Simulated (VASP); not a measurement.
Consider the following.

```xyz
1
Lattice="-1.6767 1.6767 1.6767 1.6767 -1.6767 1.6767 1.6767 1.6767 -1.6767" Properties=species:S:1:pos:R:3 pbc="T T T"
Li     0.0000     0.0000     0.0000
```

Calculation: LDA (Ceperley-Alder, Perdew-Zunger), VASP's LDA PAW potentials (set 64) (plane waves; VASP). Numerical set-up: 520 eV cut-off, 14×14×14 Γ-centred mesh, first-order Methfessel-Paxton smearing of 0.10 eV, potentials Li_sv.

Question: Estimate the energy per atom (σ→0), band gap (on the k-mesh) with the smallest direct gap where there is one.

Answer: 
The band gap (on the k-mesh) is none (metal, semimetal or under 0.01 eV) and the energy per atom (σ→0) is -2.042 eV/atom.

The compound is Li in the bcc structure. It was relaxed first, which changed the volume by -11 %. The start is the result of an earlier pass.
